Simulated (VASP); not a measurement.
# SmPd2 (I4/mmm) in VASP: runs at scaled volumes

Single points of SmPd2 at other volumes, in PBE.

Everything below comes from runs of VASP 6.6.1. Logs are shortened: lines on timing, memory, paths and dates and some standing lists are left out, and cuts for length are marked.

### 1 The undisturbed crystal

It takes space group I4/mmm (No. 139, tetragonal). The conventional cell has a = 3.947 Å, b = 3.947 Å, c = 8.738 Å, α = 90.00°, β = 90.00°, γ = 90.00°. Sm (site symmetry 4/mmm) is surrounded by 8 Pd at 2.94 Å. Pd (site symmetry -4m2) is surrounded by 4 Pd at 2.79 Å and 4 Sm at 2.94 Å.

The cell comes from a database or a generator and needn't be the stable form of this composition.

### 2 Equation of state, PBE, collinear spin, ferromagnetic start, 21.33 Å³/atom (volume scaled by 0.94)

Input file INCAR:

```
SYSTEM = SmPd2
PREC = Accurate
ENCUT = 520
EDIFF = 1E-7
ISMEAR = -1
SIGMA = 0.05
LREAL = .FALSE.
LASPH = .TRUE.
NELM = 120
ALGO = Normal
ISIF = 2
LWAVE = .FALSE.
LCHARG = .FALSE.
ISPIN = 2
MAGMOM = 5 0 0
LORBIT = 11
LMAXMIX = 6
GGA = PE
NBANDS = 29
```

Input file KPOINTS:

```
Automatic mesh
0
G
  10 10 10
  0 0 0
```

Input file POSCAR:

```
SmPd2
1.0
   -1.9334345720      1.9334345720      4.2798881167
    1.9334345720     -1.9334345720      4.2798881167
    1.9334345720      1.9334345720     -4.2798881167
Sm Pd
1 2
Direct
    0.0000000000      0.0000000000      0.0000000000
    0.2500000000      0.7500000000      0.5000000000
    0.7500000000      0.2500000000      0.5000000000
```

Potentials or basis: VASP PAW PBE potentials, release 64 (Sm, Pd).

Started as:

```
$ cat potpaw_PBE.64/Sm/POTCAR potpaw_PBE.64/Pd/POTCAR > POTCAR
$ mpirun -np 1 vasp_std > vasp.out
```

OUTCAR:

```text
SYSTEM = SmPd2
   PREC = Accurate
   ENCUT = 520
   EDIFF = 1E-7
   ISMEAR = -1
   LREAL = .FALSE.
   LASPH = .TRUE.
   NELM = 120
   ISIF = 2
   ISPIN = 2
   LORBIT = 11
   GGA = PE

 Found    102 irreducible k-points:

 Following reciprocal coordinates:
            Coordinates               Weight
  0.000000  0.000000  0.000000      1.000000
  0.100000  0.000000 -0.000000      8.000000
  0.200000  0.000000 -0.000000      8.000000
  0.300000 -0.000000  0.000000      8.000000
  0.400000 -0.000000  0.000000      8.000000
  0.500000  0.000000  0.000000      4.000000
   k-points           NKPTS =    102   k-points in BZ     NKDIM =    102   number of bands    NBANDS=     29
   number of dos      NEDOS =    301   number of ions     NIONS =      3
   total plane-waves  NPLWV =  64000
   dimension x,y,z NGX =    40 NGY =   40 NGZ =   40
   dimension x,y,z NGXF=    80 NGYF=   80 NGZF=   80
   ions per type =               1   2
   NGX,Y,Z   is equivalent  to a cutoff of  13.09, 13.09, 13.09 a.u.
   NGXF,Y,Z  is equivalent  to a cutoff of  26.19, 26.19, 26.19 a.u.
 SYSTEM =  SmPd2
   PREC   = accura    normal or accurate (medium, high low for compatibility)
   ISTART =      0    job   : 0-new  1-cont  2-samecut
   ICHARG =      2    charge: 1-file 2-atom 10-const
   ISPIN  =      2    spin polarized calculation?
   LNONCOLLINEAR =      F non collinear calculations
   LSORBIT =      F    spin-orbit coupling
   LASPH  =      T    aspherical Exc in radial PAW
   ENCUT  =  520.0 eV  38.22 Ry    6.18 a.u.   9.44  9.44  9.44*2*pi/ulx,y,z
   NELM   =    120;   NELMIN=  2; NELMDL= -5     # of ELM steps
   EDIFF  = 0.1E-06   stopping-criterion for ELM
   LREAL  =      F    real-space projection
   EDIFFG = 0.1E-05   stopping-criterion for IOM
   NSW    =      0    number of steps for IOM
   IBRION =     -1    ionic relax: 0-MD 1-quasi-New 2-CG
   NFREE  =      0    steps in history (QN), initial steepest desc. (CG)
   ISIF   =      2    stress and relaxation
   ISYM   =      2    0-nonsym 1-usesym 2-fastsym
   POTIM  = 0.5000    time-step for ionic-motion
   TEBEG  =    0.0;   TEEND  =   0.0 temperature during run
   PSTRESS=    0.0 pullay stress
   NELECT =      36.0000    total number of electrons
   NUPDOWN=      -1.0000    fix difference up-down
   EMIN   =  10.00;   EMAX   =-10.00  energy-range for DOS
   EFERMI =   0.00;   METHOD = LEGACY
   ISMEAR =    -1;   SIGMA  =   0.05  broadening in eV -4-tet -1-fermi 0-gaus
   EFERMI_NEDOS =   21; number of points for ismear=-14 and -15
   IALGO  =     38    algorithm
   IMIX   =      4    mixing-type and parameters
     AMIX     =   0.40;   BMIX     =  1.00
     AMIX_MAG =   1.60;   BMIX_MAG =  1.00
  volume/ion in A,a.u.               =      21.33       143.95
  Fermi-wavevector in a.u.,A,eV,Ry     =   1.351425  2.553823 24.848986  1.826349
  Thomas-Fermi vector in A             =   2.478848
   LORBIT       =     11    0 simple, 1 ext, 2 COOP (PROOUT), +10 PAW based schemes
   GGA     = PE    functional components
   LHFCALC =     F    Hartree Fock is set to
   AEXX    =    0.0000 exact exchange contribution
   IVDW    =     0    specifies the selected vdW correction
   LEPSILON=     F    determine dielectric tensor
   LRPA    =     F    only Hartree local field effects (RPA)
 spin polarized calculation
  energy-cutoff  :      520.00
  volume of cell :       64.00
 maximum number of plane-waves:      1748
 NGX is ok and might be reduce to    40
   NGX = 19   NGY = 19   NGZ = 19

 number of electron      36.0000001 magnetization       5.5732120

 Free energy of the ion-electron system (eV)
  ---------------------------------------------------
  ext. energy  EPLUGINS =         0.00000000
  ---------------------------------------------------
  free energy    TOTEN  =       -20.96129539 eV

  energy without entropy =      -20.87173923  energy(sigma->0) =      -20.91651731

 E-fermi :   6.0045     XC(G=0): -11.2021

 val. band max:        6.0037562930   @ k =  -0.1000   0.4000   0.1000
 cond. band min:       6.0059140733   @ k =   0.4000   0.4000   0.0000
 fundamental gap:      0.0021577803
 Fermi energy:         6.0045420678

 spin component 1

 k-point     1 :       0.0000    0.0000    0.0000
  band No.  band energies     occupation
      1     -33.8147      1.00000
      2     -13.4765      1.00000
      3     -13.3337      1.00000
      4     -13.3337      1.00000
      5       0.3145      1.00000
      6       1.6055      1.00000
[... 21 lines left out ...]
     28      11.0726      0.00000
     29      15.8922      0.00000

 k-point     2 :       0.1000    0.0000   -0.0000
  band No.  band energies     occupation
      1     -33.8130      1.00000
      2     -13.4776      1.00000
      3     -13.3631      1.00000
      4     -13.3303      1.00000
      5       0.4741      1.00000
      6       1.6726      1.00000
[... 21 lines left out ...]
     28      10.8793      0.00000
     29      15.8350      0.00000

 k-point     3 :       0.2000    0.0000   -0.0000
  band No.  band energies     occupation
      1     -33.8086      1.00000
      2     -13.4813      1.00000
      3     -13.4378      1.00000
      4     -13.3215      1.00000
      5       0.9211      1.00000
      6       1.8722      1.00000
[... 21 lines left out ...]
     28      10.7626      0.00000
     29      14.7942      0.00000

 k-point     4 :       0.3000   -0.0000    0.0000
  band No.  band energies     occupation
      1     -33.8031      1.00000
      2     -13.5333      1.00000
      3     -13.4800      1.00000
      4     -13.3105      1.00000
      5       1.5546      1.00000
      6       2.1987      1.00000
[... 21 lines left out ...]
     28      10.6217      0.00000
     29      13.7400      0.00000

 k-point     5 :       0.4000   -0.0000    0.0000
  band No.  band energies     occupation
      1     -33.7986      1.00000
      2     -13.6045      1.00000
      3     -13.4830      1.00000
      4     -13.3016      1.00000
      5       2.1661      1.00000
      6       2.5112      1.00000
[... 21 lines left out ...]
     28      10.8948      0.00000
     29      12.8198      0.00000

 k-point     6 :       0.5000    0.0000    0.0000
  band No.  band energies     occupation
      1     -33.7969      1.00000
      2     -13.6315      1.00000
      3     -13.4838      1.00000
      4     -13.2982      1.00000
      5       2.4041      1.00000
      6       2.6596      1.00000
[... 21 lines left out ...]
     28      11.0997      0.00000
     29      12.2959      0.00000

 [... further k-points ...]

 spin component 2

 k-point     1 :       0.0000    0.0000    0.0000
  band No.  band energies     occupation
      1     -31.3087      1.00000
      2     -11.7275      1.00000
      3     -11.5017      1.00000
      4     -11.5017      1.00000
      5       0.4859      1.00000
      6       1.5804      1.00000
[... 21 lines left out ...]
     28      12.0101      0.00000
     29      16.1958      0.00000

 k-point     2 :       0.1000    0.0000   -0.0000
  band No.  band energies     occupation
      1     -31.3065      1.00000
      2     -11.7291      1.00000
      3     -11.5376      1.00000
      4     -11.4973      1.00000
      5       0.6432      1.00000
      6       1.6484      1.00000
[... 21 lines left out ...]
     28      11.7959      0.00000
     29      16.2965      0.00000

 k-point     3 :       0.2000    0.0000   -0.0000
  band No.  band energies     occupation
      1     -31.3009      1.00000
      2     -11.7338      1.00000
      3     -11.6290      1.00000
      4     -11.4859      1.00000
      5       1.0797      1.00000
      6       1.8508      1.00000
[... 21 lines left out ...]
     28      11.3678      0.00000
     29      15.3744      0.00000

 k-point     4 :       0.3000   -0.0000    0.0000
  band No.  band energies     occupation
      1     -31.2940      1.00000
      2     -11.7554      1.00000
      3     -11.7219      1.00000
      4     -11.4718      1.00000
      5       1.6866      1.00000
      6       2.1822      1.00000
[... 21 lines left out ...]
     28      11.2472      0.00000
     29      14.4218      0.00000

 k-point     5 :       0.4000   -0.0000    0.0000
  band No.  band energies     occupation
      1     -31.2884      1.00000
      2     -11.8315      1.00000
      3     -11.7353      1.00000
      4     -11.4603      1.00000
      5       2.2576      1.00000
      6       2.6156      1.00000
[... 21 lines left out ...]
     28      11.6214      0.00000
     29      13.6632      0.00000

 k-point     6 :       0.5000    0.0000    0.0000
  band No.  band energies     occupation
      1     -31.2862      1.00000
      2     -11.8632      1.00000
      3     -11.7370      1.00000
      4     -11.4559      1.00000
      5       2.4807      1.00000
      6       2.8430      1.00000
[... 21 lines left out ...]
     28      11.8435      0.00000
     29      13.2734      0.00000

 [... further k-points ...]

------------------------ aborting loop because EDIFF is reached ----------------------------------------

  FORCE on cell =-STRESS in cart. coord.  units (eV):
  Direction    XX          YY          ZZ          XY          YZ          ZX
  --------------------------------------------------------------------------------------
  -------------------------------------------------------------------------------------
  Total        2.4290006      2.4290006      3.8267943      0.0000000      0.0000000      0.0000000
  in kB       60.8116562     60.8116562     95.8063584      0.0000000      0.0000000      0.0000000
  external PRESSURE =      72.4765570 kB  Pullay stress =       0.0000000 kB

 VOLUME and BASIS-vectors are now :
 -----------------------------------------------------------------------------
  energy-cutoff  :      520.00
  volume of cell :       64.00
      direct lattice vectors                 reciprocal lattice vectors
    -1.933434572  1.933434572  4.279888117     0.000000000  0.258607148  0.116825484
     1.933434572 -1.933434572  4.279888117     0.258607148  0.000000000  0.116825484
     1.933434572  1.933434572 -4.279888117     0.258607148  0.258607148  0.000000000

 POSITION                                       TOTAL-FORCE (eV/Angst)
 -----------------------------------------------------------------------------------
      0.00000      0.00000      0.00000         0.000000      0.000000     -0.000000
      1.93343     -0.00000      2.13994         0.000000      0.000000      0.000000
     -0.00000      1.93343      2.13994        -0.000000     -0.000000     -0.000000
 -----------------------------------------------------------------------------------
    total drift:                                0.000000     -0.000000     -0.000000

  FREE ENERGIE OF THE ION-ELECTRON SYSTEM (eV)
  ---------------------------------------------------
  free  energy   TOTEN  =       -20.9612953889 eV

  energy  without entropy=      -20.8717392285  energy(sigma->0) =      -20.91651731

 total charge

# of ion       s       p       d       f       tot
--------------------------------------------------
    1        2.069   5.647   0.518   5.446  13.681
    2        0.582   0.323   8.615   0.000   9.521
    3        0.582   0.323   8.615   0.000   9.521
--------------------------------------------------
tot          3.234   6.294  17.749   5.446  32.723

 magnetization (x)

# of ion       s       p       d       f       tot
--------------------------------------------------
    1       -0.009  -0.080   0.090   5.351   5.351
    2        0.004   0.023  -0.077   0.000  -0.050
    3        0.004   0.023  -0.077   0.000  -0.050
--------------------------------------------------
tot         -0.001  -0.033  -0.064   5.351   5.252
```

Run time: 44 min. Hardware: 1 thread of Intel Xeon Platinum 8488C (Sapphire Rapids), shared host; peak memory 0.55 GiB.

Results:

* Free energy: -20.9613 eV
* Pressure: 7.2 GPa
* Band gap on the k mesh: none (metal or under the smearing width)
* Net moment: 5.57 μB per cell
* Site moments: Sm +5.35; Pd -0.05 μB
* Valence electrons inside the program's atomic spheres: Sm 13.68; Pd 9.52

Caveat: the magnetic or orbital state may not be the lowest; spin-orbit coupling is left out, which moves the levels of the heavy elements; without U or exact exchange the open f shell lies at the Fermi level, which spoils levels, moments and volumes.
